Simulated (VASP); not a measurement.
# Band gap of WS2 (Tungstenite): cutoff, mesh and cell

How far does the LDA gap of WS2 (Tungstenite) depend on cutoff, mesh and cell? The starting structure is a measured crystal structure from the Crystallography Open Database. The atoms were first relaxed with LDA in that cell, in a run that isn't shown, and the relaxed structure is the one below.

Program: VASP 6.6.1. Level of theory: Kohn-Sham DFT with plane waves and PAW; LDA. Results are calculated unless marked as measured.

### Step 1. The structure

It takes space group P6_3/mmc (No. 194, hexagonal). Conventional cell: a = 3.153 Å, b = 3.153 Å, c = 12.323 Å, α = 90.00°, β = 90.00°, γ = 120.00°. Nearest to W lie 6 S at 2.39 Å. Nearest to S lie 3 W at 2.39 Å. Farther neighbours and most contacts between anions are not listed.

### Step 2. Reference bands

The input, INCAR:

```
SYSTEM = WS2
PREC = Accurate
ENCUT = 350
EDIFF = 1E-06
NELM = 100
ISMEAR = 0
SIGMA = 0.03
LREAL = .FALSE.
ALGO = Normal
GGA = CA
NBANDS = 34
LASPH = .TRUE.
LORBIT = 11
LWAVE = .FALSE.
LCHARG = .FALSE.
KPAR = 16
```

The input, POSCAR:

```
WS2
1.0
    3.1532000000      0.0000000000      0.0000000000
   -1.5766000000      2.7307513032      0.0000000000
    0.0000000000      0.0000000000     12.3230000000
W S
2 4
Direct
    0.6666666667      0.3333333333      0.7500000000
    0.3333333333      0.6666666667      0.2500000000
    0.6666666667      0.3333333333      0.3760628225
    0.3333333333      0.6666666667      0.8760628225
    0.6666666667      0.3333333333      0.1239371775
    0.3333333333      0.6666666667      0.6239371775
```

The input, KPOINTS:

```
Automatic mesh
0
Gamma
9 9 2
0 0 0
```

The input, KPOINTS_OPT:

```
Line mode
8
Line-mode
Reciprocal
  0.00000000   0.00000000   0.00000000 GAMMA
  0.50000000   0.00000000   0.00000000 M

  0.50000000   0.00000000   0.00000000 M
  0.33333333   0.33333333   0.00000000 K

  0.33333333   0.33333333   0.00000000 K
  0.00000000   0.00000000   0.00000000 GAMMA

  0.00000000   0.00000000   0.00000000 GAMMA
  0.00000000   0.00000000   0.50000000 A

  0.00000000   0.00000000   0.50000000 A
  0.50000000   0.00000000   0.50000000 L

  0.50000000   0.00000000   0.50000000 L
  0.33333333   0.33333333   0.50000000 H

  0.33333333   0.33333333   0.50000000 H
  0.00000000   0.00000000   0.50000000 A

  0.50000000   0.00000000   0.50000000 L
  0.50000000   0.00000000   0.00000000 M

  0.33333333   0.33333333   0.00000000 K
  0.33333333   0.33333333   0.50000000 H
```

Potentials, in the order of the species: W and S (LDA family, release 64).

On the command line:

```console
$ mpirun -np 16 vasp_std
```

Log:

```text
[banner, memory and clock lines left out]
running   16 mpi-ranks, on    1 nodes
 distrk:  each k-point on    1 cores,   16 groups
 distr:  one band on    1 cores,    1 groups

 POSCAR found type information on POSCAR W S
 POSCAR found :  2 types and       6 ions
|                                                                             |
|           W    W    AA    RRRRR   N    N  II  N    N   GGGG   !!!           |
|           W    W   A  A   R    R  NN   N  II  NN   N  G    G  !!!           |
|           W    W  A    A  R    R  N N  N  II  N N  N  G       !!!           |
|           W WW W  AAAAAA  RRRRR   N  N N  II  N  N N  G  GGG   !            |
|           WW  WW  A    A  R   R   N   NN  II  N   NN  G    G                |
|           W    W  A    A  R    R  N    N  II  N    N   GGGG   !!!           |
|                                                                             |
|     For optimal performance we recommend to set                             |
|       NCORE = 2 up to number-of-cores-per-socket                            |
|     NCORE specifies how many cores store one orbital (NPAR=cpu/NCORE).      |
|     This setting can greatly improve the performance of VASP for DFT.       |
|     The default, NCORE=1 might be grossly inefficient on modern             |
|     multi-core architectures or massively parallel machines. Do your        |
|     Unfortunately you need to use the default for GW and RPA                |
|     calculations (for HF NCORE is supported but not extensively tested      |
|     yet).                                                                   |
|                                                                             |

 LDA part: xc-table for (Slater(with rela. corr.)+CA(PZ))
 , standard interpolation
 POSCAR, INCAR and KPOINTS ok, starting setup
 FFT: planning ... GRIDC
 FFT: planning ... GRID_SOFT
 FFT: planning ... GRID
 WAVECAR not read
 entering main loop
       N       E                     dE             d eps       ncg     rms          rms(c)
DAV:   1     0.110651383176E+03    0.11065E+03   -0.12315E+04  1632   0.679E+02
DAV:   2    -0.464065726231E+02   -0.15706E+03   -0.14871E+03  2042   0.176E+02
DAV:   3    -0.553203388885E+02   -0.89138E+01   -0.88054E+01  2102   0.412E+01
DAV:   4    -0.554328615609E+02   -0.11252E+00   -0.11239E+00  2088   0.510E+00
DAV:   5    -0.554347791928E+02   -0.19176E-02   -0.19172E-02  2122   0.647E-01    0.412E+01
DAV:   6    -0.530967700490E+02    0.23380E+01   -0.43762E+00  2230   0.107E+01    0.173E+01
DAV:   7    -0.528078591827E+02    0.28891E+00   -0.15749E+00  1934   0.736E+00    0.907E+00
DAV:   8    -0.526648253504E+02    0.14303E+00   -0.28596E-01  2170   0.312E+00    0.125E+00
DAV:   9    -0.526619807595E+02    0.28446E-02   -0.43999E-02  1912   0.102E+00    0.624E-01
DAV:  10    -0.526599515026E+02    0.20293E-02   -0.11849E-02  2066   0.463E-01    0.307E-01
DAV:  11    -0.526597399269E+02    0.21158E-03   -0.10053E-03  1980   0.156E-01    0.178E-01
DAV:  12    -0.526596932022E+02    0.46725E-04   -0.95504E-05  2058   0.527E-02    0.714E-02
DAV:  13    -0.526596923589E+02    0.84332E-06   -0.17660E-05  1930   0.177E-02    0.174E-02
DAV:  14    -0.526596915063E+02    0.85262E-06   -0.17836E-06  1434   0.725E-03
   1 F= -.52659692E+02 E0= -.52659692E+02  d E =-.199815E-15
 Start KPOINTS_OPT (optional k-point list driver)
k-point batch [1-24\72]
       N       E                     dE             ncg
DAV:   1     0.419450533595E+04   -0.14794E+05     1632
DAV:   2     0.425497298680E+03   -0.37690E+04     2036
DAV:   3     0.214819218467E+03   -0.21068E+03     2110
DAV:   4     0.212295928726E+03   -0.25233E+01     2024
DAV:   5     0.212252594826E+03   -0.43334E-01     2148
DAV:   6     0.212251620810E+03   -0.97402E-03     2100
DAV:   7     0.212251595651E+03   -0.25159E-04     2156
DAV:   8     0.212251594991E+03   -0.65984E-06     1464
[...]
k-point batch [49-72\72]
       N       E                     dE             ncg
DAV:   1     0.401595590691E+04   -0.19932E+05     1632
DAV:   2     0.357055294464E+03   -0.36589E+04     2030
DAV:   3     0.153325801905E+03   -0.20373E+03     2066
DAV:   4     0.151013642314E+03   -0.23122E+01     2028
DAV:   5     0.150976453814E+03   -0.37189E-01     2094
DAV:   6     0.150975642952E+03   -0.81086E-03     2084
DAV:   7     0.150975622209E+03   -0.20743E-04     2102
DAV:   8     0.150975621674E+03   -0.53571E-06     1436
```

It took 28 s on 16 MPI ranks of Intel Xeon Platinum 8375C at 2.90GHz (Ice Lake), shared host; peak memory 3.2 GiB; 4.8 min of CPU time.

Lines that name or quote the potential files are left out of all logs, and their timing lines are given in words.

Parts of OUTCAR (step 2):

```text
ion  position               nearest neighbor table
   1  0.667  0.333  0.750-   4 2.39   6 2.39   4 2.39   6 2.39   4 2.39   6 2.39
   2  0.333  0.667  0.250-   3 2.39   5 2.39   3 2.39   5 2.39   3 2.39   5 2.39
   3  0.667  0.333  0.376-   2 2.39   2 2.39   2 2.39
   4  0.333  0.667  0.876-   1 2.39   1 2.39   1 2.39
   5  0.667  0.333  0.124-   2 2.39   2 2.39   2 2.39
   6  0.333  0.667  0.624-   1 2.39   1 2.39   1 2.39

  LATTYP: Found a hexagonal cell.
 ALAT       =     3.1532000000
 C/A-ratio  =     3.9080933655

 Subroutine GETGRP returns: Found 24 space group operations
 (whereof 12 operations were pure point group operations)

The static configuration has the point symmetry D_3d.
 The point group associated with its full space group is D_6h.

 Found     24 irreducible k-points:

   k-points           NKPTS =     24   k-points in BZ     NKDIM =     24   number of bands    NBANDS=     34

   dimension x,y,z NGX =    20 NGY =   20 NGZ =   80
   dimension x,y,z NGXF=    40 NGYF=   40 NGZF=  160

   ENCUT  =  350.0 eV  25.72 Ry    5.07 a.u.   4.81  4.81 18.80*2*pi/ulx,y,z

   NELECT =      36.0000    total number of electrons

 k-points in reciprocal lattice and weights: Automatic mesh
   0.00000000  0.00000000  0.00000000       0.006
   0.11111111  0.00000000  0.00000000       0.037
   0.22222222  0.00000000  0.00000000       0.037
   0.33333333  0.00000000  0.00000000       0.037
   0.44444444  0.00000000  0.00000000       0.037
   0.11111111  0.11111111  0.00000000       0.037
   0.22222222  0.11111111  0.00000000       0.074
   0.33333333  0.11111111  0.00000000       0.074
   0.44444444  0.11111111  0.00000000       0.037
[...]
0.33333333  0.22222222  0.50000000       0.074
   0.33333333  0.33333333  0.50000000       0.012

 average (electrostatic) potential at core
       1 -40.2666       2 -40.2666       3 -86.1875       4 -86.1875       5 -86.1875
       6 -86.1875

 E-fermi :   6.4844

 k-point     1 :       0.0000    0.0000    0.0000
  band No.  band energies     occupation
    ...
     14       4.0264      2.00000
     15       4.0264      2.00000
     16       4.8478      2.00000
     17       5.0680      2.00000
     18       6.3285      2.00000
     19       8.6013      0.00000
     20       8.6013      0.00000
     21       8.6106      0.00000
     22       8.6106      0.00000
     23       8.7222      0.00000
    ...

 k-point     2 :       0.1111    0.0000    0.0000
  band No.  band energies     occupation
    ...
     14       3.7157      2.00000
     15       4.0611      2.00000
     16       5.0339      2.00000
     17       5.0817      2.00000
     18       5.9243      2.00000
     19       8.2961      0.00000
     20       8.4347      0.00000
     21       8.5172      0.00000
     22       8.5587      0.00000
     23       8.6244      0.00000
    ...

 k-point     3 :       0.2222    0.0000    0.0000
  band No.  band energies     occupation
    ...
     14       3.4843      2.00000
     15       3.8154      2.00000
     16       4.6474      2.00000
     17       4.8325      2.00000
     18       4.9765      2.00000
     19       7.6473      0.00000
     20       8.1945      0.00000
     21       8.4242      0.00000
     22       8.5566      0.00000
     23       8.5962      0.00000
    ...

  Total       -2.0084429     -2.0084429     -0.5992075      0.0000000      0.0000000      0.0000000
  in kB      -30.3263375    -30.3263375     -9.0476902      0.0000000      0.0000000      0.0000000
  external PRESSURE =     -23.2334551 kB  Pullay stress =       0.0000000 kB

  energy-cutoff  :      350.00
  volume of cell :      106.11
      direct lattice vectors                 reciprocal lattice vectors
     3.153200000  0.000000000  0.000000000     0.317138145  0.183099794  0.000000000
    -1.576600000  2.730751303  0.000000000     0.000000000  0.366199587  0.000000000
     0.000000000  0.000000000 12.323000000     0.000000000  0.000000000  0.081149071

 POSITION                                       TOTAL-FORCE (eV/Angst)
 -----------------------------------------------------------------------------------
      1.57660      0.91025      9.24225         0.000000      0.000000      0.000000
     -0.00000      1.82050      3.08075        -0.000000      0.000000      0.000000
      1.57660      0.91025      4.63422        -0.000000      0.000000     -0.001152
     -0.00000      1.82050     10.79572         0.000000      0.000000     -0.001152
      1.57660      0.91025      1.52728        -0.000000     -0.000000      0.001152
     -0.00000      1.82050      7.68878         0.000000     -0.000000      0.001152
 -----------------------------------------------------------------------------------
    total drift:                               -0.000000      0.000000     -0.000000

  FREE ENERGIE OF THE ION-ELECTRON SYSTEM (eV)
  ---------------------------------------------------
  free  energy   TOTEN  =       -52.6596915063 eV

  energy  without entropy=      -52.6596915063  energy(sigma->0) =      -52.65969151

 total charge
# of ion       s       p       d       tot
------------------------------------------
    1        0.574   0.726   4.338   5.638
    2        0.574   0.726   4.338   5.638
    3        1.358   2.356   0.000   3.713
    4        1.358   2.356   0.000   3.713
    5        1.358   2.356   0.000   3.713
    6        1.358   2.356   0.000   3.713
--------------------------------------------------
tot          6.579  10.874   8.676  26.129

[... 3 further parts left out ...]
```

Spin-orbit coupling is off here; with elements this heavy it can split and shift levels by tenths of an eV. At this level the cell is under a tension of 2.3 GPa, so at these settings it is away from equilibrium. The data set W keeps the semicore shell frozen, which is cheaper and a little less accurate.

The reference gap is 0.950 eV.

### Step 3. Bands with cell and atoms relaxed by LDA

Against step 2 the input has another starting structure. The cell comes from a relaxation at this level, not shown (102.80 Å³).

INCAR is that of step 2.

The input, POSCAR:

```
WS2
1.0
    3.1250579681      0.0000000000      0.0000000000
   -1.5625289840      2.7063795886      0.0000000000
    0.0000000000      0.0000000000     12.1542813605
W S
2 4
Direct
    0.6666666667      0.3333333333      0.7500000000
    0.3333333333      0.6666666667      0.2500000000
    0.6666666667      0.3333333333      0.3785569581
    0.3333333333      0.6666666667      0.8785569581
    0.6666666667      0.3333333333      0.1214430419
    0.3333333333      0.6666666667      0.6214430419
```

KPOINTS is that of step 2.

KPOINTS_OPT is that of step 2.

On the command line:

```console
$ mpirun -np 16 vasp_std
```

Log:

```text
[banner, memory and clock lines left out]
running   16 mpi-ranks, on    1 nodes
[...]
[... a notice as in an earlier step ...]

 LDA part: xc-table for (Slater(with rela. corr.)+CA(PZ))
 , standard interpolation
 POSCAR, INCAR and KPOINTS ok, starting setup
[...]
entering main loop
       N       E                     dE             d eps       ncg     rms          rms(c)
DAV:   1     0.115028404974E+03    0.11503E+03   -0.12437E+04  1632   0.687E+02
DAV:   2    -0.461299843677E+02   -0.16116E+03   -0.15218E+03  2034   0.178E+02
DAV:   3    -0.552701708291E+02   -0.91402E+01   -0.90286E+01  2116   0.421E+01
DAV:   4    -0.553826647840E+02   -0.11249E+00   -0.11240E+00  2086   0.515E+00
[...]
DAV:  12    -0.526796602339E+02    0.47775E-04   -0.81613E-05  2098   0.501E-02    0.763E-02
DAV:  13    -0.526796569074E+02    0.33265E-05   -0.21597E-05  1904   0.190E-02    0.164E-02
DAV:  14    -0.526796561568E+02    0.75059E-06   -0.22242E-06  1522   0.758E-03
   1 F= -.52679656E+02 E0= -.52679656E+02  d E =-.928478E-21
 Start KPOINTS_OPT (optional k-point list driver)
k-point batch [1-24\72]
       N       E                     dE             ncg
DAV:   1     0.447658044185E+04   -0.14587E+05     1640
DAV:   2     0.707524302984E+03   -0.37691E+04     2068
DAV:   3     0.501184445235E+03   -0.20634E+03     2080
DAV:   4     0.498739464230E+03   -0.24450E+01     2072
DAV:   5     0.498700640921E+03   -0.38823E-01     2106
DAV:   6     0.498699764134E+03   -0.87679E-03     2136
DAV:   7     0.498699741755E+03   -0.22379E-04     2090
DAV:   8     0.498699741181E+03   -0.57367E-06     1472
[...]
k-point batch [49-72\72]
       N       E                     dE             ncg
DAV:   1     0.429520210644E+04   -0.20224E+05     1632
DAV:   2     0.634730140407E+03   -0.36605E+04     1996
DAV:   3     0.435970469870E+03   -0.19876E+03     2096
DAV:   4     0.433765134720E+03   -0.22053E+01     2024
DAV:   5     0.433730930438E+03   -0.34204E-01     2070
DAV:   6     0.433730203791E+03   -0.72665E-03     2104
DAV:   7     0.433730187218E+03   -0.16572E-04     2050
DAV:   8     0.433730186827E+03   -0.39117E-06     1456
```

It took 29 s on 16 MPI ranks; peak memory 3 GiB; 5 min of CPU time.

Parts of OUTCAR (step 3):

```text
  Total       -0.0880500     -0.0880500     -0.0640252     -0.0000000      0.0000000     -0.0000000
  in kB       -1.3723472     -1.3723472     -0.9978969     -0.0000000      0.0000000     -0.0000000
  external PRESSURE =      -1.2475304 kB  Pullay stress =       0.0000000 kB

 POSITION                                       TOTAL-FORCE (eV/Angst)
 -----------------------------------------------------------------------------------
      1.56253      0.90213      9.11571         0.000000      0.000000      0.000000
     -0.00000      1.80425      3.03857         0.000000     -0.000000      0.000000
      1.56253      0.90213      4.60109        -0.000000      0.000000      0.006165
     -0.00000      1.80425     10.67823         0.000000     -0.000000      0.006165
      1.56253      0.90213      1.47605        -0.000000      0.000000     -0.006165
     -0.00000      1.80425      7.55319         0.000000     -0.000000     -0.006165
 -----------------------------------------------------------------------------------
    total drift:                               -0.000000      0.000000     -0.000000

  FREE ENERGIE OF THE ION-ELECTRON SYSTEM (eV)
  ---------------------------------------------------
  free  energy   TOTEN  =       -52.6796561568 eV

  energy  without entropy=      -52.6796561568  energy(sigma->0) =      -52.67965616

[... 1 part as in an earlier step ...]

[... 2 further parts left out ...]
[key lines of the parts left out:]
E-fermi :   6.8840
```

With cell and atoms relaxed by LDA the gap is 0.873 eV, -0.077 eV from the reference.

### Step 4. Bands with no band path

Against step 2 the input has no band path (also changed: NBANDS).

INCAR, as its differences from that of step 3:

```diff
@@ -10,3 +10,3 @@
 GGA = CA
-NBANDS = 34
+NBANDS = 24
 LASPH = .TRUE.
```

The input, POSCAR:

```
WS2
1.0
    3.1532000000      0.0000000000      0.0000000000
   -1.5766000000      2.7307513032      0.0000000000
    0.0000000000      0.0000000000     12.3230000000
W S
2 4
Direct
    0.6666666667      0.3333333333      0.7500000000
    0.3333333333      0.6666666667      0.2500000000
    0.6666666667      0.3333333333      0.3760628225
    0.3333333333      0.6666666667      0.8760628225
    0.6666666667      0.3333333333      0.1239371775
    0.3333333333      0.6666666667      0.6239371775
```

KPOINTS is that of step 3.

On the command line:

```console
$ mpirun -np 16 vasp_std
```

Log:

```text
[... set-up lines as in an earlier step ...]
 entering main loop
       N       E                     dE             d eps       ncg     rms          rms(c)
DAV:   1     0.138109154824E+03    0.13811E+03   -0.13211E+04  1152   0.973E+02
DAV:   2    -0.452824056166E+02   -0.18339E+03   -0.17825E+03  1648   0.226E+02
DAV:   3    -0.552349712248E+02   -0.99526E+01   -0.98992E+01  1528   0.552E+01
DAV:   4    -0.554308303332E+02   -0.19586E+00   -0.19558E+00  1552   0.827E+00
[...]
DAV:  12    -0.526596938160E+02    0.62633E-04   -0.27955E-04  1616   0.103E-01    0.392E-02
DAV:  13    -0.526596915426E+02    0.22734E-05   -0.44246E-05  1648   0.324E-02    0.639E-03
DAV:  14    -0.526596914777E+02    0.64939E-07   -0.55905E-07  1024   0.481E-03
   1 F= -.52659691E+02 E0= -.52659691E+02  d E =-.483327E-18
```

It took 8.8 s on 16 MPI ranks; peak memory 2.7 GiB; 88 s of CPU time.

Parts of OUTCAR (step 4):

```text
  Total       -2.0056808     -2.0056808     -0.5930787     -0.0000000     -0.0000000     -0.0000000
  in kB      -30.2846305    -30.2846305     -8.9551486     -0.0000000     -0.0000000     -0.0000000
  external PRESSURE =     -23.1748032 kB  Pullay stress =       0.0000000 kB

 POSITION                                       TOTAL-FORCE (eV/Angst)
 -----------------------------------------------------------------------------------
      1.57660      0.91025      9.24225         0.000000     -0.000000      0.000000
     -0.00000      1.82050      3.08075         0.000000     -0.000000      0.000000
      1.57660      0.91025      4.63422        -0.000000     -0.000000     -0.001790
     -0.00000      1.82050     10.79572        -0.000000     -0.000000     -0.001790
      1.57660      0.91025      1.52728         0.000000      0.000000      0.001790
     -0.00000      1.82050      7.68878         0.000000      0.000000      0.001790
 -----------------------------------------------------------------------------------
    total drift:                               -0.000000      0.000000     -0.000000

  FREE ENERGIE OF THE ION-ELECTRON SYSTEM (eV)
  ---------------------------------------------------
  free  energy   TOTEN  =       -52.6596914777 eV

  energy  without entropy=      -52.6596914777  energy(sigma->0) =      -52.65969148

[... 1 part as in an earlier step ...]

[... 2 further parts left out ...]
[key lines of the parts left out:]
E-fermi :   6.5009
```

With no band path the gap is 1.036 eV, +0.086 eV from the reference, read on the mesh alone.

[end of part 1 of 2]

[Lines on the potential files, build, host, timing and source positions are cut from VASP's logs without a mark.]

[Logs are printed without paths, hosts, clocks, repeated set-up lines and the standing remarks that a program may print on its own settings, such as how far it seeks lower states.]

[Hosts, paths, dates, database ids (printed as entryN), source tags and the programs' standing remarks are cut or masked in the printed files.]
